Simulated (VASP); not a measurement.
All values below come from revPBE GGA, VASP's PBE PAW potentials (set 64) (plane waves; VASP).

A VASP calculation is set up with these files.

**INCAR**
```
SYSTEM = Zn
PREC = Accurate; ENCUT = 300; LREAL = .FALSE.
LASPH = .TRUE.
EDIFF = 1E-6; NELM = 100; ALGO = Normal
LMAXMIX = 4
ISMEAR = 0; SIGMA = 0.2
GGA = RE
ISIF = 2
LWAVE = .FALSE.; LCHARG = .FALSE.; LORBIT = 11
NEDOS = 601
```

### KPOINTS
```
Automatic mesh
0
gamma
27 27 8
0.5 0.5 0.5
```

### POSCAR
```
Zn
8.9762980
  0.3107996192   0.0000000000   0.0000000000
 -0.1553998096   0.2691604044   0.0000000000
  0.0000000000   0.0000000000   1.0000000000
Zn
4
Cartesian
  0.0000000000   0.0000000000   0.0000000000
  0.0000000000   0.0000000000   0.5000000000
 -0.0000001554   0.1794403593   0.2500000000
  0.1553999650   0.0897200451   0.7500000000
```

POTCAR, in this order: Zn (PBE.64 set). Program: vasp_std.

The run wrote:

### OSZICAR
```
       N       E                     dE             d eps       ncg     rms          rms(c)
DAV:   1     0.221562254436E+03    0.22156E+03   -0.17633E+04 44264   0.189E+03
DAV:   2     0.709323137478E+01   -0.21447E+03   -0.20904E+03 44100   0.343E+02
DAV:   3    -0.338416955593E+01   -0.10477E+02   -0.10385E+02 48060   0.908E+01
DAV:   4    -0.346964293480E+01   -0.85473E-01   -0.85329E-01 46588   0.865E+00
DAV:   5    -0.346990087714E+01   -0.25794E-03   -0.25779E-03 47932   0.306E-01    0.572E+00
DAV:   6    -0.316938884411E+01    0.30051E+00   -0.16433E+00 47940   0.206E+01    0.438E+00
DAV:   7    -0.315829149203E+01    0.11097E-01   -0.46511E-02 46052   0.292E+00    0.220E+00
DAV:   8    -0.315280775428E+01    0.54837E-02   -0.40207E-03 54944   0.178E+00    0.972E-02
DAV:   9    -0.315273981386E+01    0.67940E-04   -0.67934E-04 55532   0.100E+00    0.468E-02
DAV:  10    -0.315277321408E+01   -0.33400E-04   -0.33710E-04 50528   0.435E-01    0.277E-02
DAV:  11    -0.315276738888E+01    0.58252E-05   -0.16803E-04 47548   0.449E-01    0.896E-03
DAV:  12    -0.315276678829E+01    0.60059E-06   -0.10730E-05 46124   0.886E-02    0.357E-03
DAV:  13    -0.315276639958E+01    0.38870E-06   -0.37805E-06 39264   0.384E-02
   1 F= -.31527664E+01 E0= -.31401632E+01  d E =-.252065E-01
```

OUTCAR:
```
------------------------ aborting loop because EDIFF is reached ----------------------------------------
  FORCE on cell =-STRESS in cart. coord.  units (eV):
  Direction    XX          YY          ZZ          XY          YZ          ZX
  --------------------------------------------------------------------------------------
  Total        0.6203719      0.6203721      1.0592173      0.0000000      0.0000000      0.0000000
  in kB       16.4277957     16.4278004     28.0486661      0.0000000      0.0000000      0.0000000
  external PRESSURE =      20.3014208 kB  Pullay stress =       0.0000000 kB
  volume of cell :       60.50
      direct lattice vectors                 reciprocal lattice vectors
     2.789830000  0.000000000  0.000000000     0.358444780  0.206948160  0.000000000
    -1.394915000  2.416064000  0.000000000     0.000000000  0.413896321  0.000000000
     0.000000000  0.000000000  8.976298000     0.000000000  0.000000000  0.111404501
 POSITION                                       TOTAL-FORCE (eV/Angst)
 -----------------------------------------------------------------------------------
      0.00000      0.00000      0.00000         0.000000     -0.000000      0.000000
      0.00000      0.00000      4.48815         0.000000     -0.000000      0.000000
     -0.00000      1.61071      2.24407         0.000000      0.000000      0.000000
      1.39492      0.80535      6.73222        -0.000000     -0.000000     -0.000000
 -----------------------------------------------------------------------------------
    total drift:                                0.000000     -0.000000      0.000000
  FREE ENERGIE OF THE ION-ELECTRON SYSTEM (eV)
  ---------------------------------------------------
  free  energy   TOTEN  =        -3.1527663996 eV

  energy  without entropy=       -3.1275599327  energy(sigma->0) =       -3.14016317

 total charge

# of ion       s       p       d       tot
------------------------------------------
    1        0.584   0.435   9.715  10.733
    2        0.584   0.435   9.715  10.733
    3        0.593   0.426   9.717  10.736
    4        0.593   0.426   9.717  10.736
--------------------------------------------------
tot          2.353   1.722  38.863  42.938
```
(Selected blocks of OUTCAR.)

**OUTCAR**
```
 val. band max:        3.3501371212   @ k =   0.3148   0.0926   0.1875

 cond. band min:       3.3545346774   @ k =  -0.4630   0.4630   0.4375


 Fermi energy:         3.3525135880

 k-point     1 :       0.0185    0.0185    0.0625
  band No.  band energies     occupation
      1      -7.1280      2.00000
      2      -5.6268      2.00000
      3      -5.3638      2.00000
      4      -5.1132      2.00000
      5      -4.4078      2.00000
      6      -4.4069      2.00000
      7      -4.3991      2.00000
      8      -4.3973      2.00000
      9      -4.3719      2.00000
     10      -4.3375      2.00000
     11      -4.3090      2.00000
     12      -4.3056      2.00000
     13      -4.2909      2.00000
     14      -4.2786      2.00000
     15      -4.1433      2.00000
     16      -4.0953      2.00000
     17      -4.0900      2.00000
     18      -3.9687      2.00000
     19      -3.9379      2.00000
     20      -3.8838      2.00000
     21      -3.8498      2.00000
     22      -3.7558      2.00000
     23      -3.7405      2.00000
     24       0.3035      2.00000
     25       2.2241      2.00000
     26      10.2245      0.00000
     27      11.6274      0.00000
     28      17.5522      0.00000

 k-point     2 :       0.0556    0.0185    0.0625
  band No.  band energies     occupation
      1      -7.0370      2.00000
      2      -5.5519      2.00000
      3      -5.2987      2.00000
      4      -5.0835      2.00000
      5      -4.4284      2.00000
      6      -4.4180      2.00000
      7      -4.3854      2.00000
      8      -4.3849      2.00000
      9      -4.3798      2.00000
     10      -4.3782      2.00000
     11      -4.3023      2.00000
     12      -4.2949      2.00000
     13      -4.2871      2.00000
     14      -4.2738      2.00000
     15      -4.1931      2.00000
     16      -4.1116      2.00000
     17      -4.0944      2.00000
     18      -3.9652      2.00000
     19      -3.8847      2.00000
     20      -3.8813      2.00000
...
```

At this cut-off the stress carries a Pulay error, which pulls relaxed volumes low.

The structure was generated: Zn was put into an ordered model structure, which need not be its known phase. The cell was not relaxed at this level. The run is one of a series of settings (NEDOS = 601, KPOINTS 27×27×8 Γ-centred mesh shifted by (0.5, 0.5, 0.5) against the base run), some of them coarse on purpose.
